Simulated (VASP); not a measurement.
Consider the following.

```yaml
crystal:
  lattice:
    - [4.51099, 0.00000, 0.00000]
    - [0.00000, 4.51099, 0.00000]
    - [0.00000, 0.00000, 4.51099]
  atoms:
    - { symbol: Ga, position: [0.00000, 0.00000, 0.00000] }
    - { symbol: Ga, position: [0.50000, 0.50000, 0.00000] }
    - { symbol: Ga, position: [0.50000, 0.00000, 0.50000] }
    - { symbol: N, position: [0.24408, 0.25592, 0.25592] }
    - { symbol: N, position: [0.75592, 0.74408, 0.25592] }
    - { symbol: N, position: [0.75592, 0.25592, 0.74408] }
    - { symbol: N, position: [0.24408, 0.74408, 0.74408] }
    - { symbol: Al, position: [0.00000, 0.50000, 0.50000] }
```

Computed with HSE06 screened hybrid, VASP's PBE PAW potentials (set 64) (plane waves; VASP). Run with 500 eV cut-off, 4×4×4 Γ-centred mesh, Gaussian smearing of 0.050 eV, potentials Ga_d N Al.

### Question
Give the force on each atom (eV/Å).

### Answer

| atom | Fx | Fy | Fz |
|---|---|---|---|
| Ga1 | 0.000 | 0.000 | 0.000 |
| Ga2 | 0.000 | 0.000 | 0.000 |
| Ga3 | 0.000 | 0.000 | 0.000 |
| N4 | 0.078 | -0.078 | -0.078 |
| N5 | -0.078 | 0.078 | -0.078 |
| N6 | -0.078 | -0.078 | 0.078 |
| N7 | 0.078 | 0.078 | 0.078 |
| Al8 | 0.000 | 0.000 | 0.000 |

### Question
Give the stress tensor in GPa (positive for a compressed cell).

### Answer

```
-6.08   0.00   0.00
 0.00  -6.08   0.00
 0.00   0.00  -6.08
```
The pressure is its mean diagonal, -6.08 GPa.

The structure was generated: AlGa3N4 was put into an ordered model structure (P-43m), which need not be its known phase. It was relaxed first. The cell's shape comes from a PBE relaxation.
